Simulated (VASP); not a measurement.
Input of a VASP 6.6.1 run:

The input INCAR:

```
SYSTEM = ZnH12Cl2O6
PREC = Accurate
ENCUT = 520
EDIFF = 1E-7
ISMEAR = -1
SIGMA = 0.02
LREAL = Auto
LASPH = .TRUE.
NELM = 80
ALGO = Normal
ISIF = 2
LWAVE = .FALSE.
LCHARG = .FALSE.
GGA = PE
IVDW = 12
NBANDS = 53
```

The input KPOINTS:

```
regular mesh
0
G
  1 1 1
  0 0 0
```

POSCAR

```
ZnH12Cl2O6
1.0
    6.8384790000      0.0000000000      0.0000000000
    0.0000000000      6.8384790000      0.0000000000
    0.0000000000      0.0000000000      6.8384790000
O H Zn Cl
6 12 1 2
Direct
   -0.0620167145      0.2347013130      1.0752244761
    0.5471977029      0.9447129983      0.7987887365
    0.9703619767      0.9342282107      0.8630281675
    0.2953288297      0.8416052751      0.5231133999
    0.3928212692      0.7173524990      0.1408207878
    0.5258771724      0.4339415241      0.7264480888
    0.0705566252      0.2420128803      1.1353548062
   -0.0469987551      0.1157128654      0.9938759774
    0.4879886302      1.0727677894      0.8250665097
    0.4751933873      0.8742002425      0.6920252296
    0.9800424919      0.8459775924      0.9817972681
    0.8335479278      0.9104948630      0.8183252445
    0.3151870467      0.7880699787      0.3918561423
    0.1505744187      0.8158978042      0.5440829752
    0.4229010574      0.7391848392      0.0046501569
    0.4379921325      0.5892684616      0.1643055422
    0.5291088852      0.5570536957      0.6567542285
    0.4927119027      0.3529586038      0.6191727722
    0.7400183579      0.1031223464      0.2649565788
    0.4682912677      0.2927990274      0.2988676283
    0.8341036070      0.8193049946      0.3633848989
```

Potentials or basis: VASP PAW PBE potentials, release 64 (O, H, Zn, Cl).

Command:

```bash
$ cat potpaw_PBE.64/O/POTCAR potpaw_PBE.64/H/POTCAR potpaw_PBE.64/Zn/POTCAR potpaw_PBE.64/Cl/POTCAR > POTCAR
$ mpirun -np 1 vasp_gam > vasp.out
```

(1) Estimate the dispersion energy per atom.

(2) Estimate the largest force.

(3) Predict the band gap on the k mesh.

(4) Estimate the pressure.

## Answers

(1) -0.043 eV.

(2) 1.947 eV/Å.

(3) 3.85 eV, direct.

(4) -0.2 GPa.
